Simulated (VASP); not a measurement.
Output of a VASP run:

File OSZICAR:
```
       N       E                     dE             d eps       ncg     rms          rms(c)
DAV:   1     0.181267429194E+03    0.18127E+03   -0.13885E+04  1134   0.111E+03
DAV:   2    -0.274530899732E+02   -0.20872E+03   -0.20670E+03  1209   0.319E+02
DAV:   3    -0.379462859038E+02   -0.10493E+02   -0.10301E+02  1189   0.698E+01
DAV:   4    -0.382360172184E+02   -0.28973E+00   -0.28133E+00  1308   0.102E+01
DAV:   5    -0.382426429945E+02   -0.66258E-02   -0.65853E-02  1226   0.129E+00    0.333E+01
DAV:   6    -0.345744976915E+02    0.36681E+01   -0.34354E+01  1062   0.374E+01    0.155E+01
DAV:   7    -0.342077969683E+02    0.36670E+00   -0.49307E+00  1000   0.131E+01    0.711E+00
DAV:   8    -0.340783044537E+02    0.12949E+00   -0.60131E-01  1271   0.572E+00    0.554E-01
DAV:   9    -0.340752403940E+02    0.30641E-02   -0.86374E-02  1246   0.174E+00    0.289E-01
DAV:  10    -0.340740183225E+02    0.12221E-02   -0.14787E-02  1215   0.883E-01    0.112E-01
DAV:  11    -0.340738004266E+02    0.21790E-03   -0.21266E-03  1177   0.294E-01    0.313E-02
DAV:  12    -0.340738757641E+02   -0.75337E-04   -0.23245E-04  1161   0.783E-02    0.161E-02
DAV:  13    -0.340739437091E+02   -0.67945E-04   -0.11054E-04  1086   0.429E-02    0.126E-02
DAV:  14    -0.340740948843E+02   -0.15118E-03   -0.77961E-05  1045   0.343E-02    0.846E-03
DAV:  15    -0.340741819952E+02   -0.87111E-04   -0.18234E-05  1241   0.220E-02    0.734E-03
DAV:  16    -0.340742763472E+02   -0.94352E-04   -0.11714E-05   997   0.203E-02    0.320E-03
DAV:  17    -0.340743024743E+02   -0.26127E-04   -0.17542E-06   898   0.826E-03    0.170E-03
DAV:  18    -0.340743196316E+02   -0.17157E-04   -0.15068E-06   732   0.543E-03    0.776E-04
DAV:  19    -0.340743212146E+02   -0.15829E-05   -0.75950E-08   543   0.192E-03    0.314E-04
DAV:  20    -0.340743222482E+02   -0.10336E-05   -0.76830E-08   538   0.117E-03    0.176E-04
DAV:  21    -0.340743223533E+02   -0.10518E-06   -0.11230E-08   510   0.506E-04
   1 F= -.34074322E+02 E0= -.34030669E+02  d E =-.873063E-01
```

**OUTCAR**
```
------------------------ aborting loop because EDIFF is reached ----------------------------------------
  FORCE on cell =-STRESS in cart. coord.  units (eV):
  Direction    XX          YY          ZZ          XY          YZ          ZX
  --------------------------------------------------------------------------------------
  Total        6.9190787      6.9190788      2.7691664     -0.0000000      0.0000000      0.0000000
  in kB       91.2371357     91.2371367     36.5150940     -0.0000000      0.0000000      0.0000000
  external PRESSURE =      72.9964555 kB  Pullay stress =       0.0000000 kB
  volume of cell :      121.50
      direct lattice vectors                 reciprocal lattice vectors
     2.929242000  0.000000000  0.000000000     0.341385246  0.197098862  0.000000000
    -1.464621000  2.536798000  0.000000000     0.000000000  0.394197725  0.000000000
     0.000000000  0.000000000 16.351066000     0.000000000  0.000000000  0.061158092
 POSITION                                       TOTAL-FORCE (eV/Angst)
 -----------------------------------------------------------------------------------
      0.00000      0.00000      8.17553         0.000000      0.000000      0.000000
     -0.00000      1.69120      9.35106         0.000000      0.000000      1.391366
      1.46462      0.84560      7.00001        -0.000000      0.000000     -1.391366
 -----------------------------------------------------------------------------------
    total drift:                               -0.000000      0.000000      0.000000
  FREE ENERGIE OF THE ION-ELECTRON SYSTEM (eV)
  ---------------------------------------------------
  free  energy   TOTEN  =       -34.0743223533 eV

  energy  without entropy=      -33.9870160589  energy(sigma->0) =      -34.03066921

 total charge

# of ion       s       p       d       tot
------------------------------------------
    1        1.269   2.566   0.000   3.835
    2        0.341   6.257   2.519   9.117
    3        0.341   6.257   2.519   9.117
--------------------------------------------------
tot          1.951  15.080   5.038  22.070
```
(Selected blocks of OUTCAR.)

File POSCAR:
```
Ta2N
1
    2.9292420000     0.0000000000     0.0000000000
   -1.4646210000     2.5367980000     0.0000000000
    0.0000000000     0.0000000000    16.3510660000
N Ta
1 2
Direct
  0.0000000000   0.0000000000   0.5000000000
  0.3333330000   0.6666670000   0.5718930000
  0.6666670000   0.3333330000   0.4281070000
```

Q: Reconstruct the remaining input files.

A: This is not unique; one that fits is the input of the run itself, LDA (Ceperley-Alder, Perdew-Zunger), plane waves, VASP's LDA PAW potentials (set 64).

KPOINTS:
```
Regular mesh
0
Gamma
  15 15 1
0 0 0
```

### INCAR
```
SYSTEM=Ta2N
PREC=Accurate; ENCUT=400; LREAL=.FALSE.
LASPH=.TRUE.
EDIFF=1E-6; NELM=100; ALGO=Normal
LMAXMIX=6
ISMEAR=-1; SIGMA=0.1
ISIF=2
LWAVE=.FALSE.; LCHARG=.FALSE.; LORBIT=11
NEDOS=601
```

POTCAR, in this order: N Ta_pv (LDA.64 set). Program: vasp_std.

At this cut-off the stress carries a Pulay error, which pulls relaxed volumes low. The cell holds a wide vacuum, so values per volume refer to the whole cell.

The cell is a sheet with vacuum, built from a generated structure.
